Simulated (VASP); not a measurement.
Output of a VASP run:

**OSZICAR**
```
       N       E                     dE             d eps       ncg     rms          rms(c)
DAV:   1     0.313985471418E+03    0.31399E+03   -0.19886E+04  1116   0.139E+03
DAV:   2     0.235648212875E+01   -0.31163E+03   -0.30434E+03  1253   0.319E+02
DAV:   3    -0.297706720459E+02   -0.32127E+02   -0.32012E+02  1340   0.109E+02
DAV:   4    -0.305207868448E+02   -0.75011E+00   -0.74886E+00  1305   0.175E+01
DAV:   5    -0.305335563068E+02   -0.12769E-01   -0.12767E-01  1357   0.214E+00    0.817E+00
DAV:   6    -0.295671827407E+02    0.96637E+00   -0.23959E+00  1706   0.441E+01    0.614E+00
DAV:   7    -0.295327821224E+02    0.34401E-01   -0.18664E+00  1340   0.701E+00    0.247E+00
DAV:   8    -0.295325826150E+02    0.19951E-03   -0.10079E-01  1390   0.431E+00    0.937E-01
DAV:   9    -0.295351658933E+02   -0.25833E-02   -0.20584E-02  1492   0.239E+00    0.138E-01
DAV:  10    -0.295352298320E+02   -0.63939E-04   -0.34074E-03  1443   0.843E-01    0.776E-02
DAV:  11    -0.295355764675E+02   -0.34664E-03   -0.11115E-03  1312   0.197E-01    0.239E-02
DAV:  12    -0.295355556661E+02    0.20801E-04   -0.20307E-04  1532   0.243E-01    0.137E-02
DAV:  13    -0.295355671386E+02   -0.11472E-04   -0.36345E-05  1291   0.651E-02    0.415E-03
DAV:  14    -0.295355675237E+02   -0.38506E-06   -0.45209E-06  1353   0.259E-02
   1 F= -.29535568E+02 E0= -.29535568E+02  d E =-.162393E-15
```

### OUTCAR
```
------------------------ aborting loop because EDIFF is reached ----------------------------------------
  FORCE on cell =-STRESS in cart. coord.  units (eV):
  Direction    XX          YY          ZZ          XY          YZ          ZX
  --------------------------------------------------------------------------------------
  Total       -0.0438180     -0.0438180     -0.0043478      0.0000000      0.0000000      0.0000000
  in kB       -0.4315923     -0.4315923     -0.0428246      0.0000000      0.0000000      0.0000000
  external PRESSURE =      -0.3020031 kB  Pullay stress =       0.0000000 kB
  volume of cell :      162.66
      direct lattice vectors                 reciprocal lattice vectors
     5.430131957  0.000000000  0.000000000     0.184157587  0.000000000  0.000000000
     0.000000000  5.430131957  0.000000000     0.000000000  0.184157587  0.000000000
     0.000000000  0.000000000  5.516563620     0.000000000  0.000000000  0.181272268
 POSITION                                       TOTAL-FORCE (eV/Angst)
 -----------------------------------------------------------------------------------
      0.00000      0.00000      0.00000        -0.000000      0.000000     -0.000000
      2.71507      2.71507      0.00000         0.000000      0.000000     -0.000000
      1.35753      1.35753      1.53133        -0.000000     -0.000000     -0.017740
      4.07260      4.07260      1.53133        -0.000000     -0.000000     -0.017740
      4.07260      1.35753      3.98523        -0.000000     -0.000000      0.017740
      1.35753      4.07260      3.98523        -0.000000     -0.000000      0.017740
      2.71507      0.00000      2.75828        -0.000000     -0.000000     -0.000000
      0.00000      2.71507      2.75828        -0.000000     -0.000000     -0.000000
 -----------------------------------------------------------------------------------
    total drift:                                0.000000      0.000000      0.000000
  FREE ENERGIE OF THE ION-ELECTRON SYSTEM (eV)
  ---------------------------------------------------
  free  energy   TOTEN  =       -29.5355675237 eV

  energy  without entropy=      -29.5355675237  energy(sigma->0) =      -29.53556752
```
(Selected blocks of OUTCAR.)

### POSCAR
```
Be2Zn2Se4
1
    5.4301319574     0.0000000000     0.0000000000
    0.0000000000     5.4301319574     0.0000000000
    0.0000000000     0.0000000000     5.5165636203
Zn Se Be
2 4 2
Direct
  0.0000000000   0.0000000000   0.0000000000
  0.5000000000   0.5000000000   0.0000000000
  0.2500000000   0.2500000000   0.2775881118
  0.7500000000   0.7500000000   0.2775881118
  0.7500000000   0.2500000000   0.7224118882
  0.2500000000   0.7500000000   0.7224118882
  0.5000000000   0.0000000000   0.5000000000
  0.0000000000   0.5000000000   0.5000000000
```

Problem. Reconstruct the remaining input files.

Solution. One answer among several that fit: the input of the run itself, PBE GGA, plane waves, VASP's PBE PAW potentials (set 64).

### INCAR
```
ALGO=Normal
EDIFF=1E-6
ENCUT=400
GGA=PE
ISMEAR=0
LASPH=.TRUE.
LCHARG=.FALSE.
LMAXMIX=4
LREAL=.FALSE.
LWAVE=.TRUE.
NELM=100
PREC=Accurate
SIGMA=0.05
SYSTEM=Be2Zn2Se4
```

KPOINTS:
```
Automatic mesh
0
Gamma
4 4 4
0 0 0
```

POTCAR, in this order: Zn Se Be (PBE.64 set). Program: vasp_std.

The structure was generated: Be2Zn2Se4 was put into an ordered model structure (P-4m2), which need not be its known phase. It was relaxed first.
